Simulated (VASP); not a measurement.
SbW2: relaxation of cell and atoms with LDA

The system is SbW2.

```
Sb W
1.0
     0.00000    3.13301    3.13301
     3.13301    0.00000    3.13301
     3.13301    3.13301    0.00000
Sb W
1 2
Direct
  0.50000 0.50000 0.50000
  0.25000 0.25000 0.25000
  0.75000 0.75000 0.75000
```

The cell was built by a generator and needn't be a form met in nature.

```yaml
Program: VASP 6.6.1
Task: relaxation of cell and atoms
Functional: LDA
Potentials_or_basis: VASP PAW LDA potentials, release 64 (Sb, W_sv)
Cutoff: 600 eV
k_mesh: 7 × 7 × 7
Occupations: fermi-dirac, width 0.05 eV
Spin: no spin polarisation
Further_INCAR_settings: ALGO = Fast; EDIFF = 1e-06; IBRION = 2; EDIFFG = -0.02; NSW = 60; ISIF = 3
```

```json
{"Relaxed volume": "19.58 Å³/atom", "Relaxed cell": "a = 4.364 Å, b = 4.364 Å, c = 4.364 Å, α = 60.00°, β = 60.00°, γ = 60.00°", "Space group after relaxing (to 0.05 Å)": "Fm-3m (No. 225)", "Energy gained by relaxing": "23.9 meV/atom", "Ionic steps": "5", "Pressure after relaxing": "0.0 GPa"}
```

Step by step:
| step | energy change (eV) | largest force (eV/Å) | pressure (GPa) | volume (Å³) |
| --- | --- | --- | --- | --- |
| 1 | 0.0000 | 0.0000 | -8.04 | 61.51 |
| 2 | 0.3721 | 0.0000 | 26.28 | 52.79 |
| 3 | -0.0717 | 0.0000 | -0.62 | 58.86 |
| 4 | -0.0717 | 0.0000 | 0.25 | 58.70 |
| 5 | -0.0718 | 0.0000 | -0.03 | 58.75 |

Final structure:
```
Sb W
1.0
     0.00000    3.08556    3.08556
     3.08556    0.00000    3.08556
     3.08556    3.08556    0.00000
Sb W
1 2
Direct
  0.50000 0.50000 0.50000
  0.25000 0.25000 0.25000
  0.75000 0.75000 0.75000
```

Levels at points of the mesh, in eV from the Fermi level:
```tsv
k point	band 14	band 15	band 16	band 17	band 18	band 19	band 20
(0.00, 0.00, 0.00)	-3.17	1.01	1.77	1.77	1.77	3.78	3.78
```

It took 56 s on 1 thread of Intel(R) Xeon(R) 6975P-C (Granite Rapids), with other jobs on the host, peak memory 0.2 GiB.

Caveat: the bands computed are all filled at some k points, so no gap is given. The run has no spin-orbit coupling, so splittings on Sb, W are missing.
